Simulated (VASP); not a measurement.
Input:

```
Mo
1.0
   -1.56804     1.56804     1.56804
    1.56804    -1.56804     1.56804
    1.56804     1.56804    -1.56804
Mo
1
Direct
  0.00000   0.00000   0.00000
```

The numbers are results of PBE GGA with D3 dispersion (zero damping), VASP's PBE PAW potentials (set 64) (plane waves; VASP), not measurements. Run with 520 eV cut-off, 18×18×18 Γ-centred mesh, tetrahedra with Blöchl corrections, potentials Mo_sv.

Problem. Predict the energy per atom (σ→0), band gap (on the k-mesh) with the smallest direct gap where there is one.

Solution. 
```json
{
  "band gap (on the k-mesh)": "none (metal, semimetal or under 0.01 eV)",
  "energy per atom (σ→0)": "-11.466 eV/atom"
}
```

The compound is Mo in the bcc structure. It was relaxed first.
